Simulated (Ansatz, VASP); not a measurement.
## One calculation of Mg3SeS2, two programs

```
Mg Se S
1.0
     3.76620    0.00000    0.00000
    -1.88310    3.26163    0.00000
     0.00000    0.00000    9.21159
Mg Se S
3 1 2
Direct
  0.00000 0.00000 0.50000
  0.66667 0.33333 0.17575
  0.33333 0.66667 0.82425
  0.00000 0.00000 0.00000
  0.33333 0.66667 0.33784
  0.66667 0.33333 0.66216
```

Change from the starting cell: species swapped into the Li3NdAs2 type (P-3m1, No. 164).

Alike in both runs: functional PBE; k mesh 6 × 6 × 4; occupations gaussian, width 0.1 eV; no spin polarisation.

Ansatz relaxed the structure, and its values are those at the end. VASP's run is a single point on that final structure, the one shown.

|  | VASP | Ansatz |
| --- | --- | --- |
| version | VASP 6.6.1 | Ansatz 0.2.0 |
| potentials or method | VASP PAW PBE potentials, release 64 (Mg, Se, S) | scalar-relativistic, plane waves, PAW |
| plane-wave cutoff (eV) | 520 | 420 |
| valence electrons in the cell | 24 | 58 |

VASP gave:

| Property | Result |
| --- | --- |
| gap on the k mesh at the Fermi level (eV) | 1.95 |
| least direct gap on the mesh (eV) | 2.68 |
| pressure (GPa) | -0.2 |

Problem. Which values does Ansatz return?

Solution. gap on the k mesh at the Fermi level (eV): 1.98; least direct gap on the mesh (eV): 2.69; pressure (GPa): 0.0.

The two sets of potentials don't hold the same shells in valence.

A k mesh can miss the band edges.
